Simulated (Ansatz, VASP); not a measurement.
# AlN in two plane-wave programs, part 2 of 2

One calculation is typed for both programs; each brings its own data sets. How far apart do they land? The cell is taken from a series of runs on this material, whose earlier steps may have relaxed, scaled, displaced or heated it; both programs get it as it stands.

VASP 6.6.1 and Ansatz 0.2.0.

So far: Set-up; Ansatz: single point, HSE06; VASP: single point, HSE06.

## (3) VASP: single point, HSE06 (continued)

Level of this step: HSE06; plane waves and PAW (Al, N) (VASP).

Numbers of over 12 decimals in the logs are rounded to 6 here.

Parts of OUTCAR (step 3):

```text
ion  position               nearest neighbor table
   1  0.000  0.000  0.999-   8 1.90   8 1.90   8 1.90   5 1.92   4 3.09   4 3.09   4 3.09   2 3.11
                             2 3.11   2 3.11
   2  0.333  0.667  0.250-   6 1.90   5 1.91   5 1.91   5 1.91   3 3.09   3 3.09   3 3.09   1 3.11
                             1 3.11   1 3.11
   3  0.000  0.000  0.499-   6 1.90   6 1.90   6 1.90   7 1.92   2 3.09   2 3.09   2 3.09   4 3.11
                             4 3.11   4 3.11
   4  0.667  0.333  0.750-   8 1.90   7 1.91   7 1.91   7 1.91   1 3.09   1 3.09   1 3.09   3 3.11
                             3 3.11   3 3.11
   5  0.000  0.000  0.188-   2 1.91   2 1.91   2 1.91   1 1.92
   6  0.333  0.667  0.438-   3 1.90   3 1.90   3 1.90   2 1.90
   7  0.000  0.000  0.688-   4 1.91   4 1.91   4 1.91   3 1.92
   8  0.667  0.333  0.938-   1 1.90   1 1.90   1 1.90   4 1.90

  LATTYP: Found a hexagonal cell.
 ALAT       =     3.1202290047
 C/A-ratio  =     3.2402177831

 Subroutine GETGRP returns: Found 12 space group operations
 (whereof  6 operations were pure point group operations)

The static configuration has the point symmetry C_3v.
 The point group associated with its full space group is C_6v.

 Found     14 irreducible k-points:

   k-points           NKPTS =     14   k-points in BZ     NKDIM =     72   number of bands    NBANDS=     24

   dimension x,y,z NGX =    24 NGY =   24 NGZ =   80
   dimension x,y,z NGXF=    48 NGYF=   48 NGZF=  160

   ENCUT  =  520.0 eV  38.22 Ry    6.18 a.u.   5.80  5.80 18.80*2*pi/ulx,y,z

   NELECT =      32.0000    total number of electrons

 k-points in reciprocal lattice and weights: Automatic mesh
   0.00000000  0.00000000  0.00000000       0.014
   0.16666667  0.00000000  0.00000000       0.083
   0.33333333  0.00000000  0.00000000       0.083
   0.50000000  0.00000000  0.00000000       0.042
   0.16666667  0.16666667  0.00000000       0.083
   0.33333333  0.16666667  0.00000000       0.167
   0.33333333  0.33333333  0.00000000       0.028
   0.00000000  0.00000000  0.50000000       0.014
   0.16666667  0.00000000  0.50000000       0.083
[...]
0.33333333  0.16666667  0.50000000       0.167
   0.33333333  0.33333333  0.50000000       0.028

  exchange ACFDT corr.  =         0.00000000  see jH, gK, PRB 81, 115126

 average (electrostatic) potential at core
       1 -67.9860       2 -67.9936       3 -67.9860       4 -67.9936       5 -55.1793
       6 -55.1133       7 -55.1793       8 -55.1133

 E-fermi :   4.9787

 k-point     1 :       0.0000    0.0000    0.0000
  band No.  band energies     occupation
    ...
     12       4.5543      2.00000
     13       4.5543      2.00000
     14       4.8396      2.00000
     15       4.8396      2.00000
     16       4.9375      2.00000
     17      10.2831      0.00000
     18      12.5444      0.00000
     19      12.8396      0.00000
     20      13.2538      0.00000
     21      16.7580      0.00000
    ...

 k-point     2 :       0.1667    0.0000    0.0000
  band No.  band energies     occupation
    ...
     12       3.8076      2.00000
     13       4.2165      2.00000
     14       4.2583      2.00000
     15       4.7523      2.00000
     16       4.7807      2.00000
     17      11.6486      0.00000
     18      12.8950      0.00000
     19      13.2604      0.00000
     20      14.4358      0.00000
     21      14.9847      0.00000
    ...

 k-point     3 :       0.3333    0.0000    0.0000
  band No.  band energies     occupation
    ...
     12       3.3915      2.00000
     13       3.7224      2.00000
     14       3.7489      2.00000
     15       4.2914      2.00000
     16       4.4609      2.00000
     17      11.2665      0.00000
     18      11.6186      0.00000
     19      13.0799      0.00000
     20      14.1511      0.00000
     21      14.6155      0.00000
    ...

  Total       -2.8309761     -2.8309761     -2.8384559     -0.0000000      0.0000000      0.0000000
  in kB      -53.2086878    -53.2086878    -53.3492705     -0.0000000      0.0000000      0.0000000
  external PRESSURE =     -53.2555487 kB  Pullay stress =       0.0000000 kB

  energy-cutoff  :      520.00
  volume of cell :       85.24
      direct lattice vectors                 reciprocal lattice vectors
     3.120229005  0.000000000  0.000000000     0.320489297  0.185034582  0.000000000
    -1.560114502  2.702197584  0.000000000     0.000000000  0.370069164  0.000000000
     0.000000000  0.000000000 10.110221508     0.000000000  0.000000000  0.098909801

 POSITION                                       TOTAL-FORCE (eV/Angst)
 -----------------------------------------------------------------------------------
      0.00000      0.00000     10.09758         0.000000      0.000000     -0.006129
     -0.00000      1.80147      2.52579         0.000000     -0.000000      0.007584
      0.00000      0.00000      5.04247        -0.000000      0.000000     -0.006129
      1.56011      0.90073      7.58090        -0.000000      0.000000      0.007584
      0.00000      0.00000      1.90292         0.000000      0.000000      0.001511
     -0.00000      1.80147      4.43037         0.000000      0.000000     -0.002966
      0.00000      0.00000      6.95803        -0.000000     -0.000000      0.001511
      1.56011      0.90073      9.48548        -0.000000      0.000000     -0.002966
 -----------------------------------------------------------------------------------
    total drift:                               -0.000001     -0.000001      0.001249

  FREE ENERGIE OF THE ION-ELECTRON SYSTEM (eV)
  ---------------------------------------------------
  free  energy   TOTEN  =       -69.6431937389 eV

  energy  without entropy=      -69.6431937389  energy(sigma->0) =      -69.64319374

 total charge
# of ion       s       p       d       tot
------------------------------------------
    1        0.417   0.446   0.000   0.862
    2        0.418   0.449   0.000   0.868
    3        0.417   0.446   0.000   0.862
    4        0.418   0.449   0.000   0.868
    5        1.221   2.630   0.000   3.851
    6        1.221   2.638   0.000   3.859
    7        1.221   2.630   0.000   3.851
    8        1.221   2.638   0.000   3.859
--------------------------------------------------
tot          6.555  12.326   0.000  18.881

[... 3 further parts left out ...]
```

The run ends at a pressure of -5.33 GPa, with forces up to 0.0076 eV/Å.

## (4) Differences

Known differences besides the potentials themselves: exact exchange at q = 0 is treated differently, which shows on coarse meshes; VASP keeps PBE cores, Ansatz makes them for the functional; fixed occupations in Ansatz, narrow Gaussian smearing in VASP; the cutoff is 420 eV in Ansatz and 520 eV in VASP; VASP takes a coarser grid for exact exchange (PRECFOCK = Fast). Total energies have different zeros and are not compared.

The two programs side by side:

| quantity | Ansatz | VASP | difference |
| --- | --- | --- | --- |
| gap on the k mesh (eV) | 5.266 | 5.267 | -0.001 |

A gap on the mesh is an upper bound, since the band edges may lie between its points.

## (5) Results

```yaml
difference_in_gap_on_the_k_mesh_single_point_hse06: -9.4e-4 eV
```

In words: The difference in gap on the k mesh is -9.4e-4 eV (single point, HSE06), within the 0.08 eV picked in this series as the mark of a large difference. Such differences can come from data sets, numerical settings and the points named under the comparisons, not from the functional's error against experiment.

[Lines on the potential files, build, host, timing and source positions are cut from VASP's logs without a mark.]

[Logs are printed without paths, hosts, clocks, repeated set-up lines and the standing remarks that a program may print on its own settings, such as how far it seeks lower states.]

[Hosts, paths, dates, database ids (printed as entryN), source tags and the programs' standing remarks are cut or masked in the printed files.]
